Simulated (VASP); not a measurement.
Consider the following.

```
CuZn
1.0
    2.88755     0.00000     0.00000
    0.00000     2.88755     0.00000
    0.00000     0.00000     2.88755
Zn Cu
1 1
Cartesian
  1.44377   1.44377   1.44377
  0.00000   0.00000   0.00000
```

The numbers are results of PBE GGA, VASP's PBE PAW potentials (set 64) (plane waves; VASP 6.6.1), not measurements. Settings: 300 eV cut-off, 11×11×11 Γ-centred mesh, first-order Methfessel-Paxton smearing of 0.050 eV, potentials Zn Cu.

At this cut-off the stress carries a Pulay error, which pulls relaxed volumes low. Energy and stress use the plane-wave basis of the starting cell.

Problem. The ions, cell shape and volume are relaxed. Which structure does the run end with?

Solution. 
```
CuZn
1.0
    2.94115     0.00000     0.00000
    0.00000     2.94115     0.00000
    0.00000     0.00000     2.94115
Zn Cu
1 1
Direct
  0.50000   0.50000   0.50000
  0.00000   0.00000   0.00000
```
Space group Pm-3m (221), at a tolerance of 0.03 Å.

Problem. How do energy and volume change from the first to the last step?

Solution. The energy (σ→0) changes by -20.0 meV/atom and the volume by +5.7 %, in 3 ionic steps.

The structure comes from a computed database's ZnCu entry; how it stands against other phases isn't given here. This run relaxes it. Symmetry was kept, so distortions that lower it aren't found. The run is one of a series of settings (EDIFFG = -0.01, IBRION = 2, ISIF = 3, NSW = 50 against the base run), some of them coarse on purpose. The electron count is odd and the run is not spin-polarised, which forces a metal.
